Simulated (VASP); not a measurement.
Consider the following.

```xyz
1
Lattice="-3.0500 3.0500 3.0500 3.0500 -3.0500 3.0500 3.0500 3.0500 -3.0500" Properties=species:S:1:pos:R:3 pbc="T T T"
Cs     0.1200     0.0500     0.0000
```

Method: PBE GGA, VASP's PBE PAW potentials (set 64) (plane waves; VASP). Settings: 400 eV cut-off, 7×7×7 Γ-centred mesh, first-order Methfessel-Paxton smearing of 0.10 eV, potentials Cs_sv.

Energy and stress use the plane-wave basis of the starting cell.

The ions, cell shape and volume are relaxed. Give the cell that the relaxation ends in.

```xyz
1
Lattice="-3.0712 3.0712 3.0712 3.0712 -3.0712 3.0712 3.0712 3.0712 -3.0712" Properties=species:S:1:pos:R:3 pbc="T T T"
Cs     0.1208     0.0503     0.0000
```
Space group Im-3m (229), at a tolerance of 0.03 Å.

How do energy and volume change from the first to the last step?

The energy (σ→0) changes by -0.4 meV/atom and the volume by +2.1 %, in 3 ionic steps.

The compound is Cs in the bcc structure. This run relaxes it. Symmetry was kept, so distortions that lower it aren't found.
